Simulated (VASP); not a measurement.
Data:

```
Be4S3Se
1.0
    0.00051     4.91529     4.91337
    4.91529     0.00051     4.91337
    2.45790     2.45790     0.00000
Be Se S
4 1 3
Cartesian
  4.91580   4.91580   9.75206
  4.95456   7.33494   7.40481
  7.33494   4.95456   7.40481
  4.91580   4.91580   4.91794
  1.22895   1.22895   1.22995
  3.68664   1.22917   3.68428
  1.22917   3.68664   3.68428
  3.68685   3.68685   6.14219
```

Computed with PBEsol GGA, VASP's PBE PAW potentials (set 64) (plane waves; VASP). Numerical set-up: 400 eV cut-off, Gaussian smearing of 0.050 eV, potentials Be Se S.

Task: Give the energies of bands 7 to 20 at the high-symmetry points, in eV from the valence-band maximum.

Result: 
```csv
band,Γ,Y,C0,Z,A0,T,S,R
7,-5.36,-3.51,-3.89,-4.62,-5.16,-5.37,-3.75,-5.27
8,-3.01,-3.48,-3.71,-4.56,-5.12,-5.36,-3.66,-5.07
9,-2.98,-3.10,-3.61,-4.18,-3.13,-3.06,-3.34,-3.40
10,-1.60,-2.90,-2.47,-4.13,-3.02,-2.98,-3.01,-3.35
11,-1.38,-2.16,-2.17,-3.76,-3.02,-2.96,-2.47,-3.34
12,-1.38,-2.16,-2.08,-3.72,-2.95,-2.89,-2.21,-2.87
13,-1.18,-1.93,-1.89,-3.48,-2.18,-1.60,-1.15,-2.49
14,-0.17,-1.67,-1.64,-3.20,-1.63,-1.32,-1.14,-2.43
15,-0.15,-1.63,-1.64,-1.67,-1.53,-1.19,-0.58,-2.21
16,0.00,-0.82,-0.59,-1.10,-1.41,-0.97,-0.40,-1.85
17,2.53,3.84,4.30,5.17,2.86,2.40,4.07,4.01
18,4.33,3.95,4.35,5.45,3.13,2.68,4.24,4.10
19,4.76,5.16,4.58,5.96,4.70,4.32,4.79,4.20
20,4.78,5.38,5.76,5.97,4.76,4.39,5.14,4.42
```

The gap is indirect, 2.40 eV, from the valence maximum at Γ to the conduction minimum at T.

The structure was generated: Be4S3Se was put into an ordered model structure (Amm2), which need not be its known phase. It was relaxed first.
